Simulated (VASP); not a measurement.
Computed with r2SCAN meta-GGA, VASP's PBE PAW potentials (set 64) (plane waves; VASP).

VASP input:

### INCAR
```
SYSTEM=Os
PREC=Accurate; ENCUT=520; LREAL=.False.
LASPH=.True.
EDIFF=1E-7; NELM=100; ALGO=Normal
LMAXMIX=6; LMIXTAU=.True.
ISMEAR=1; SIGMA=0.1
METAGGA=R2SCAN
IBRION=2; NSW=30; ISIF=4
EDIFFG=-0.01
LWAVE=.False.; LCHARG=.False.
```

**POSCAR**
```
Os
1.0
  1.3568357860  -2.3501081657   0.0000000000
  1.3568357860   2.3501081657   0.0000000000
  0.0000000000   0.0000000000   4.2734587435
Os
2
Direct
  0.3333330000   0.6666670000   0.2500000000
  0.6666670000   0.3333330000   0.7500000000
```

### KPOINTS
```
Automatic
0
gamma
15 15 9
```

POTCAR, in this order: Os (PBE.64 set). Program: vasp_std.

Unless said otherwise, spin-orbit coupling is left out, though it shifts the bands of the heavy elements here.

Q: What does the run give for the energy per atom (σ→0), band gap (on the k-mesh)?

A: 
```json
{
 "energy per atom (σ→0)": "-52.989 eV/atom",
 "band gap (on the k-mesh)": "none (metal, semimetal or under 0.01 eV)"
}
```

File OSZICAR:
```
...
DAV:   3    -0.105976502011E+03    0.35348E-03   -0.98264E-04  3308   0.301E-01    0.254E-02
DAV:   4    -0.105976676169E+03   -0.17416E-03   -0.21989E-04  3484   0.147E-01    0.189E-02
DAV:   5    -0.105976750346E+03   -0.74177E-04   -0.69987E-05  3412   0.112E-01    0.934E-03
DAV:   6    -0.105976765670E+03   -0.15324E-04   -0.53695E-06  3608   0.324E-02    0.214E-03
DAV:   7    -0.105976767321E+03   -0.16513E-05   -0.12097E-06  3572   0.147E-02    0.176E-03
DAV:   8    -0.105976767846E+03   -0.52432E-06   -0.11800E-07  1804   0.404E-03    0.777E-04
DAV:   9    -0.105976767893E+03   -0.47395E-07   -0.18320E-08  1636   0.167E-03
   3 F= -.10597677E+03 E0= -.10597707E+03  d E =-.869407E-03
```

The compound is Os in the hcp structure. This cell is one point of a volume scan, at 0.97 of the reference volume. Symmetry was kept, so distortions that lower it aren't found.
